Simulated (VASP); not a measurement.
Here is the system:

```yaml
crystal:
  lattice:
    - [1.41998, -2.45948, 0.00000]
    - [1.41998, 2.45948, 0.00000]
    - [0.00000, 0.00000, 12.69331]
  atoms:
    - { symbol: Al, position: [0.33333, 0.66667, 0.75000] }
    - { symbol: Al, position: [0.66667, 0.33333, 0.25000] }
    - { symbol: Cr, position: [0.33333, 0.66667, 0.08459] }
    - { symbol: Cr, position: [0.66667, 0.33333, 0.58459] }
    - { symbol: Cr, position: [0.66667, 0.33333, 0.91541] }
    - { symbol: Cr, position: [0.33333, 0.66667, 0.41541] }
    - { symbol: C, position: [0.00000, 0.00000, 0.00000] }
    - { symbol: C, position: [0.00000, 0.00000, 0.50000] }
```

These are PBE GGA, VASP's PBE PAW potentials (set 64) (plane waves; VASP) values and carry that method's errors. Settings: 520 eV cut-off, Gaussian smearing of 0.050 eV, potentials Al Cr_pv C.

Problem. Give the energies of bands 23 to 36 at the high-symmetry points, in eV from the Fermi level.

Solution. 
```
band      Γ      M      K      A      L      H
----  -----  -----  -----  -----  -----  -----
23    -3.22  -3.80  -3.14  -2.83  -3.55  -2.88
24    -2.46  -3.24  -2.40  -2.83  -3.55  -2.88
25    -1.38  -3.08  -2.21  -1.25  -3.02  -2.38
26    -1.15  -3.02  -2.21  -1.25  -3.02  -2.38
27    -1.05  -1.99  -2.20  -1.04  -1.97  -2.04
28    -1.05  -1.96  -2.20  -1.04  -1.97  -2.04
29    -1.03   0.13  -1.86  -1.04   0.28  -1.27
30    -1.03   0.29  -0.79  -1.04   0.28  -1.27
31    -0.22   0.40   0.36  -0.20   0.34   0.29
32    -0.22   0.42   0.36  -0.20   0.34   0.29
33    -0.19   0.81   0.67  -0.20   0.82   0.78
34    -0.19   0.83   0.67  -0.20   0.82   0.78
35     0.59   1.20   0.97   0.61   1.20   1.32
36     0.59   1.21   1.46   0.61   1.20   1.34
```

It has no gap at this level: it comes out as a metal or semimetal.

The compound is AlCr2C in the sg194 structure. It was relaxed first. The run is not spin-polarised, so no magnetic state was tried.
